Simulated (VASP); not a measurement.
OSZICAR of a VASP run on Nb (bcc):

File OSZICAR:
```
       N       E                     dE             d eps       ncg     rms          rms(c)
DAV:   1     0.980985427323E+02    0.98099E+02   -0.65789E+03  3956   0.108E+03
DAV:   2    -0.719030977300E+01   -0.10529E+03   -0.10271E+03  4394   0.406E+02
DAV:   3    -0.114733369858E+02   -0.42830E+01   -0.41275E+01  6004   0.686E+01
DAV:   4    -0.116631493883E+02   -0.18981E+00   -0.18867E+00  5608   0.124E+01
DAV:   5    -0.116685492892E+02   -0.53999E-02   -0.53950E-02  5940   0.182E+00    0.798E+00
DAV:   6    -0.112978088866E+02    0.37074E+00   -0.70682E-01  6068   0.111E+01    0.288E+00
DAV:   7    -0.112508498099E+02    0.46959E-01   -0.20633E-01  6160   0.576E+00    0.850E-01
DAV:   8    -0.112534122038E+02   -0.25624E-02   -0.10377E-02  4580   0.148E+00    0.390E-02
DAV:   9    -0.112534383389E+02   -0.26135E-04   -0.65822E-04  6612   0.286E-01    0.268E-02
DAV:  10    -0.112534423809E+02   -0.40420E-05   -0.12746E-05  4796   0.434E-02    0.147E-02
DAV:  11    -0.112534397738E+02    0.26071E-05   -0.46391E-06  4796   0.405E-02    0.257E-03
DAV:  12    -0.112534396773E+02    0.96449E-07   -0.96221E-08  3194   0.395E-03
   1 F= -.11253440E+02 E0= -.11253440E+02  d E =0.000000E+00
```

Q: Which electronic solver shows in the log?

A: It is blocked Davidson (ALGO = Normal, or the opening steps of other solvers). The INCAR had ALGO = Normal.

Q: Can the final energy be trusted as converged?

A: The run converged. It stopped with EDIFF = 1E-7, NELM = 100 (LDA (Ceperley-Alder, Perdew-Zunger), plane waves, VASP's LDA PAW potentials (set 64)).

The compound is Nb in the bcc structure. It was relaxed first, which changed the volume by -5 %.
